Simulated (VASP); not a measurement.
Write the native input for VASP 6.6.1 that does the following.

```yaml
Task: relaxation of cell and atoms
Functional: PBE
Potentials_or_basis: VASP PAW PBE potentials, release 64 (Rb_sv, Cd, S)
Cutoff: 600 eV
k_mesh: 2 × 2 × 2
Occupations: gaussian, width 0.15 eV
Spin: no spin polarisation
Dipole_correction: no
Further_INCAR_settings: ALGO = Normal; EDIFF = 1e-06; IBRION = 2; EDIFFG = -0.08; NSW = 36; ISIF = 3
```

The structure of Rb4CdS3 lies in POSCAR:

```
Rb4CdS3
1.0
   -4.1513555900      4.1513555900      4.1513555900
    4.1513555900     -4.1513555900      4.1513555900
    4.1513555900      4.1513555900     -4.1513555900
Rb Cd S
4 1 3
Direct
    0.6637862300      0.6637862300      0.6637862300
    0.3362137700      0.0000000000      0.0000000000
    0.0000000000      0.3362137700      0.0000000000
    0.0000000000      0.0000000000      0.3362137700
    0.0000000000      0.0000000000      0.0000000000
    0.5000000000      0.5000000000      0.0000000000
    0.5000000000      0.0000000000      0.5000000000
    0.0000000000      0.5000000000      0.5000000000
```

The cell was built by a generator and needn't be a form met in nature.

The cell isn't the ideal one: species swapped into the Tl3VSe4 type (I-43m, No. 217).

The input as run:

INCAR

```
SYSTEM = Rb4CdS3
PREC = Accurate
ENCUT = 600
EDIFF = 1E-6
ISMEAR = 0
SIGMA = 0.15
LREAL = .False.
LASPH = .True.
NELM = 100
ALGO = Normal
ISIF = 3
LWAVE = .False.
LCHARG = .False.
GGA = PE
IBRION = 2
NSW = 36
EDIFFG = -0.08
```

KPOINTS

```
regular mesh
0
Gamma
  2 2 2
  0 0 0
```

Potentials or basis: VASP PAW PBE potentials, release 64 (Rb_sv, Cd, S).

Command:

```bash
$ cat potpaw_PBE.64/Rb_sv/POTCAR potpaw_PBE.64/Cd/POTCAR potpaw_PBE.64/S/POTCAR > POTCAR
$ mpirun -np 1 vasp_std > vasp.out
```

It gave:

- Relaxed volume: 33.82 Å³/atom
- Relaxed cell: a = 7.057 Å, b = 7.057 Å, c = 7.057 Å, α = 109.47°, β = 109.47°, γ = 109.47°
- Space group after relaxing (to 0.05 Å): Im-3m (No. 229)
- Energy gained by relaxing: 1102.0 meV/atom
- Ionic steps: 18
- Pressure after relaxing: 0.1 GPa
- Largest force after relaxing: 0.015 eV/Å
- Band gap on the k mesh: none (metal or under the smearing width)

Caveat: the k mesh is coarse (spacing up to 0.54 Å⁻¹), so the values aren't converged; the relaxation stopped at a loose force limit of 0.08 eV/Å, so its end isn't a converged minimum.

Run time: 17 min on 1 thread of AMD EPYC 7R13 Processor (Zen 3) (shared host), peak memory 0.51 GiB.
